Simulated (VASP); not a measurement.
A run of VASP 6.6.1 is set up as follows.

INCAR

```
SYSTEM = LaB6
ALGO = Normal
EDIFF = 1E-7
EDIFFG = -0.005
ENCUT = 600
IBRION = 2
ISIF = 3
ISMEAR = 1
KPAR = 2
LASPH = .True.
LCHARG = .False.
LMIXTAU = .True.
LREAL = .False.
LWAVE = .False.
METAGGA = R2SCAN
NELM = 80
NSW = 90
PREC = Accurate
SIGMA = 0.1
```

File KPOINTS:

```
k-points
0
Gamma
  10 10 10
  0 0 0
```

Contents of POSCAR:

```
LaB6                                    
1.0
    4.1526966138      0.0000000000     -0.0000000000
    0.0000000000      4.1526966138     -0.0000000000
    0.0000000000      0.0000000000      4.1526966138
  La              B             
     1     6
Direct
     0.0000000000000000    0.0000000000000000    0.0000000000000000
     0.1999367774341458    0.5000000000000000    0.5000000000000000
     0.5000000000000000    0.1999367774341458    0.5000000000000000
     0.8000632225658542    0.5000000000000000    0.5000000000000000
     0.5000000000000000    0.8000632225658542    0.5000000000000000
     0.5000000000000000    0.5000000000000000    0.1999367774341458
     0.5000000000000000    0.5000000000000000    0.8000632225658542
```

Potentials or basis: VASP PAW PBE potentials, release 64 (La, B).

Command:

```sh
$ cat potpaw_PBE.64/La/POTCAR potpaw_PBE.64/B/POTCAR > POTCAR
$ mpirun -np 2 vasp_std > vasp.out
```

**Question.** Estimate the band gap on the k mesh.

**Answer.** None (metal or under the smearing width).

Final structure:
```xyz
7
Lattice="4.1527 0.0000 0.0000 0.0000 4.1527 0.0000 0.0000 0.0000 4.1527" Properties=species:S:1:pos:R:3 pbc="T T T"
La    0.0000    0.0000    0.0000
B     0.8303    2.0763    2.0763
B     2.0763    0.8303    2.0763
B     3.3224    2.0763    2.0763
B     2.0763    3.3224    2.0763
B     2.0763    2.0763    0.8303
B     2.0763    2.0763    3.3224
```

Caveat: the relaxation stopped at its first step, so nothing moved. The run has no spin-orbit coupling, so splittings on La are missing.
